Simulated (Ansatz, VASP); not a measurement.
**MgBe2SeS2 in VASP and in Ansatz**

```xyz
6
Lattice="5.2928 0.0000 0.0000 0.0000 5.2928 0.0000 0.0000 0.0000 6.0933" Properties=species:S:1:pos:R:3 pbc="T T T"
Mg    0.0000    0.0000    3.0467
Be    2.6464    2.6464    0.9946
Be    2.6464    2.6464    5.0987
Se    2.6464    2.6464    3.0467
S     0.0000    2.6464    3.0467
S     2.6464    0.0000    3.0467
```

Alike in both runs: functional PBE; k mesh 4 × 4 × 2; occupations gaussian, width 0.1 eV; no spin polarisation.

Ansatz relaxed the structure, and its values are those at the end. VASP's run is a single point on that final structure, the one shown.

|  | VASP | Ansatz |
| --- | --- | --- |
| version | VASP 6.6.1 | Ansatz 0.2.0 |
| potentials or method | VASP PAW PBE potentials, release 64 (Mg, Be, Se, S) | scalar-relativistic, plane waves, PAW |
| plane-wave cutoff (eV) | 520 | 420 |
| valence electrons in the cell | 24 | 42 |

VASP gave:

| Property | Result |
| --- | --- |
| gap on the k mesh at the Fermi level (eV) | none |
| pressure (GPa) | 0.0 |
| rms of the force components (eV/Å) | 0.009 |

Question: Which values does Ansatz return?

Answer: gap on the k mesh at the Fermi level (eV): none; pressure (GPa): 0.0; rms of the force components (eV/Å): 0.001.

A gap of «none» marks a metal or a gap that the smearing closes. With one functional, cell and mesh, what is left measures potentials, basis and numerics. The two sets of potentials don't hold the same shells in valence.

Caveats: the k mesh is coarse (spacing up to 0.52 Å⁻¹), so the values aren't converged.
